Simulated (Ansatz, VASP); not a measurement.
# Sr (linear Sr chain): VASP beside Ansatz, part 2 of 2

One calculation is typed for both programs; each brings its own data sets. How far apart do they land? The structure shown is the end of the Ansatz relaxation below.

VASP 6.6.1 and Ansatz 0.2.0.

So far: Starting point; Ansatz: relaxation, PBE; VASP: single point, PBE; Differences; Ansatz: relaxation, LDA.

## 6. VASP: single point, LDA

Level of this step: LDA, zero-moment start; plane waves and PAW (Sr_sv) (VASP).

The same cell, functional (in two slightly different forms), mesh and smearing now go to VASP, with its own data sets.

File INCAR:

```
SYSTEM = Sr
PREC = Accurate
ENCUT = 500
EDIFF = 1E-06
NELM = 200
ISMEAR = -1
SIGMA = 0.05
LREAL = .FALSE.
ALGO = Normal
GGA = PW92
NBANDS = 11
ISPIN = 2
MAGMOM = 0
LORBIT = 11
LWAVE = .FALSE.
LCHARG = .FALSE.
ISIF = 2
LASPH = .TRUE.
GGA_COMPAT = .FALSE.
KPAR = 2
```

File POSCAR:

```
Sr
1.0
   12.0000000000      0.0000000000      0.0000000000
    0.0000000000     12.0000000000      0.0000000000
    0.0000000000      0.0000000000      4.3974698993
Sr
1
Direct
    0.5000000000      0.5000000000      0.0000000000
```

File KPOINTS:

```
Automatic mesh
0
Gamma
1 1 23
0 0 0
```

The projector-augmented-wave data sets are Sr_sv (LDA family, release 64).

The run is started by

```sh
> mpirun -np 2 vasp_std
```

Numbers of over 12 decimals in the logs are rounded to 6 here.

The program printed:

```text
[banner, memory and clock lines left out]
running    2 mpi-ranks, on    1 nodes
[...]
|                                                                             |
|               ----> ADVICE to this user running VASP <----                  |
|                                                                             |
|     You enforced a specific xc type in the INCAR file but a different       |
|     [... a line on the potential file left out ...]
|     I HOPE YOU KNOW WHAT YOU ARE DOING!                                     |
|                                                                             |

 LDA part: xc-table for (Slater(with rela. corr.)+PW92), standard interpolation
 POSCAR, INCAR and KPOINTS ok, starting setup
[...]
entering main loop
       N       E                     dE             d eps       ncg     rms          rms(c)
DAV:   1     0.199351707779E+02    0.19935E+02   -0.38240E+03   872   0.497E+02
DAV:   2     0.244541846355E+01   -0.17490E+02   -0.17244E+02   775   0.838E+01
DAV:   3    -0.153313993907E+00   -0.25987E+01   -0.25783E+01   932   0.204E+01
DAV:   4    -0.327740807217E+00   -0.17443E+00   -0.17388E+00   807   0.495E+00
[...]
DAV:  18    -0.299191982089E+00   -0.95376E-05   -0.94554E-07   570   0.142E-03    0.939E-04
DAV:  19    -0.299193696461E+00   -0.17144E-05   -0.14280E-07   654   0.621E-04    0.123E-03
DAV:  20    -0.299194485879E+00   -0.78942E-06   -0.20828E-07   506   0.766E-04
   1 F= -.29919449E+00 E0= -.29848652E+00  d E =-.141593E-02  mag=    -0.0000
```

Parts of OUTCAR (step 6):

```text
  Total       -0.0255549     -0.0255549      0.0212361      0.0000000      0.0000000     -0.0000000
  in kB       -0.0646577     -0.0646577      0.0537304      0.0000000      0.0000000     -0.0000000
  external PRESSURE =      -0.0251950 kB  Pullay stress =       0.0000000 kB

  FREE ENERGIE OF THE ION-ELECTRON SYSTEM (eV)
  ---------------------------------------------------
  free  energy   TOTEN  =        -0.2991944859 eV

  energy  without entropy=       -0.2977785578  energy(sigma->0) =       -0.29848652

 magnetization (x)
# of ion       s       p       d       tot
------------------------------------------
    1       -0.000   0.000   0.000   0.000

[... 2 parts as in an earlier step ...]

[... 2 further parts left out ...]
[key lines of the parts left out:]
E-fermi :  -1.8313
```

## 7. Comparison

What differs besides the data sets and the points named for the pairs above, as far as they apply: VASP's log shows a relativistic correction to its local exchange, Ansatz's none. Total energies have different zeros and are not compared.

Both answers:

```
      quantity  Ansatz  VASP  difference
pressure (GPa)    0.00  0.00        0.00
```

## 8. Ansatz: relaxation, PBEsol

This run makes the geometry at which the two programs are then compared. The cell compared in this pair holds 638.03 Å³, against 633.24 Å³ for the pair before.

The structure compared here is the end of the Ansatz relaxation.

File input.yaml:

```yaml
crystal:
  lattice:
    - [12.0, 0.0, 0.0]
    - [0.0, 12.0, 0.0]
    - [0.0, 0.0, 3.627]
  atoms:
    - { symbol: Sr, position: [0.5, 0.5, 0.0], spin: 0.5 }
magnetization:
  spin_polarized: true
kpoints:
  mp_grid: { grid: [1, 1, 23] }
scf:
  occupations: { method: fermi_dirac, width: 0.05 }
hamiltonian:
  xc: pbesol
relax:
  cell: { fix: [a, b, alpha, beta, gamma] }
  max_steps: 60
```

The run is started by

```sh
> ansatz run input.yaml --threads 8 --pin off --max-ram 16384MiB --backend cpu --events-out ev --progress --plain --runs-dir out
```

The program printed:

```text
[...]
Crystal: 1 atoms, lattice volume = 522.288 Å³
Basis set: ecut = 420 eV, 10141 PW (Γ), exchange–correlation on 162×162×50 points (8 copies of the dense FFT grid, shifted against one another)
Bands: 10, of which v1, the nominal top of the filled ones, is band 5 counted from 1 (4 counted from 0)
Symmetry: 16 space group operations
[...]
-0.005649       0.000000       0.000000
        0.000000      -0.005649       0.000000
        0.000000       0.000000       0.008561
  P = ⅓ Tr σ = -0.0009 GPa (-0.009 kbar)
--- Relaxed structure (7 steps of the walk, 7 accepted, 1 SCFs on fresh bases) ---
[...]
cell:  # Å, volume = 638.0318 Å³
    - [12.0, 0.0, 0.0]
    - [0.0, 12.0, 0.0]
    - [0.0, 0.0, 4.430776]
  atoms:
    - { symbol: Sr, position: [0.5, 0.5, 0.0] }
[key lines of the parts left out:]
SCF converged after 8 iterations
Magnetization: 0.0000 μB (5.0000 up, 5.0000 down)
Free energy (F): -3490.687712 eV
Fermi energy:    -1.425444 eV
```

## 9. VASP: single point, PBEsol

The same cell, functional, mesh and smearing now go to VASP, with its own data sets.

Changes to INCAR since step 6:

```diff
@@ -9,3 +9,3 @@
 ALGO = Normal
-GGA = PW92
+GGA = PS
 NBANDS = 11
```

Changes to POSCAR since step 6:

```diff
@@ -4,3 +4,3 @@
     0.0000000000     12.0000000000      0.0000000000
-    0.0000000000      0.0000000000      4.3974698993
+    0.0000000000      0.0000000000      4.4307761301
 Sr
```

KPOINTS is that of step 6.

PAW data sets: Sr_sv (PBE family, release 64).

The run is started by

```sh
> mpirun -np 2 vasp_std
```

The program printed:

```text
[banner, memory and clock lines left out]
running    2 mpi-ranks, on    1 nodes
[...]
[... a notice as in an earlier step ...]

 LDA part: xc-table for (Slater+PW92), standard interpolation
 POSCAR, INCAR and KPOINTS ok, starting setup
[...]
entering main loop
       N       E                     dE             d eps       ncg     rms          rms(c)
DAV:   1     0.179679375458E+02    0.17968E+02   -0.38988E+03   888   0.499E+02
DAV:   2     0.182803739211E+01   -0.16140E+02   -0.15946E+02   813   0.798E+01
DAV:   3    -0.234103444660E+00   -0.20621E+01   -0.20548E+01   906   0.188E+01
DAV:   4    -0.343835716975E+00   -0.10973E+00   -0.10933E+00   793   0.403E+00
[...]
DAV:  18    -0.316593054439E+00   -0.14707E-04   -0.36795E-06   674   0.839E-03    0.188E-03
DAV:  19    -0.316594222601E+00   -0.11682E-05   -0.15294E-06   591   0.655E-03    0.352E-04
DAV:  20    -0.316594561228E+00   -0.33863E-06   -0.11860E-06   558   0.602E-03
   1 F= -.31659456E+00 E0= -.31571997E+00  d E =-.174918E-02  mag=    -0.0000
```

OUTCAR, selected parts (step 9):

```text
  Total       -0.0253356     -0.0253356      0.0449245      0.0000000     -0.0000000     -0.0000000
  in kB       -0.0636208     -0.0636208      0.1128111      0.0000000     -0.0000000     -0.0000000
  external PRESSURE =      -0.0048102 kB  Pullay stress =       0.0000000 kB

  FREE ENERGIE OF THE ION-ELECTRON SYSTEM (eV)
  ---------------------------------------------------
  free  energy   TOTEN  =        -0.3165945612 eV

  energy  without entropy=       -0.3148453773  energy(sigma->0) =       -0.31571997

 magnetization (x)
# of ion       s       p       d       tot
------------------------------------------
    1        0.000   0.000   0.000   0.000

[... 2 parts as in an earlier step ...]

[... 2 further parts left out ...]
[key lines of the parts left out:]
E-fermi :  -1.7262
```

## 10. Side by side

What differs besides the data sets and the points named for the pairs above, as far as they apply: Ansatz makes its cores anew for this functional, VASP keeps those of its PBE data sets. Total energies have different zeros and are not compared.

The two programs side by side:

```
      quantity  Ansatz  VASP  difference
pressure (GPa)    0.00  0.00        0.00
```

## 11. Results

| Property | Result |
| --- | --- |
| difference in gap on the k mesh (single point, PBE) | -0.0061 eV |
| difference in pressure (single point, LDA) | -4.0e-5 GPa |
| difference in pressure (single point, PBEsol) | -4.3e-4 GPa |

The difference in gap on the k mesh is -0.0061 eV (single point, PBE), within the 0.08 eV picked in this series as the mark of a large difference. 1 further run of this series is not shown here. Such differences can come from data sets, numerical settings and the points named under the comparisons, not from the functional's error against experiment.

[Lines on the potential files, build, host, timing and source positions are cut from VASP's logs without a mark.]

[Logs are printed without paths, hosts, clocks, repeated set-up lines and the standing remarks that a program may print on its own settings, such as how far it seeks lower states.]

[Hosts, paths, dates, database ids (printed as entryN), source tags and the programs' standing remarks are cut or masked in the printed files.]
